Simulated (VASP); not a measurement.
Input:

```yaml
crystal:
  lattice:
    - [-1.62929, 1.62929, 4.07227]
    - [1.62929, -1.62929, 4.07227]
    - [1.62929, 1.62929, -4.07227]
  atoms:
    - { symbol: Ta, position: [0.00000, 0.00000, 0.00000] }
    - { symbol: Si, position: [0.33168, 0.33168, 0.00000] }
    - { symbol: Si, position: [0.66832, 0.66832, 0.00000] }
```

These are PBEsol GGA, VASP's PBE PAW potentials (set 64) (plane waves; VASP) values and carry that method's errors. Run with 400 eV cut-off, 15×15×15 Γ-centred mesh, tetrahedra with Blöchl corrections, potentials Ta_pv Si.

Unless said otherwise, spin-orbit coupling is left out, though it shifts the bands of the heavy elements here.

Q: Predict the energy per atom (σ→0), band gap (on the k-mesh) with the smallest direct gap where there is one.

A: 
```yaml
band gap (on the k-mesh): none (metal, semimetal or under 0.01 eV)
energy per atom (σ→0): -8.522 eV/atom
```

Total energies compare only between runs with the same potentials, cut-off and functional.

The structure was generated: TaSi2 was put into the MoSi2 type (I4/mmm), which need not be its known phase. It was relaxed first. The electron count is odd and the run is not spin-polarised, which forces a metal.
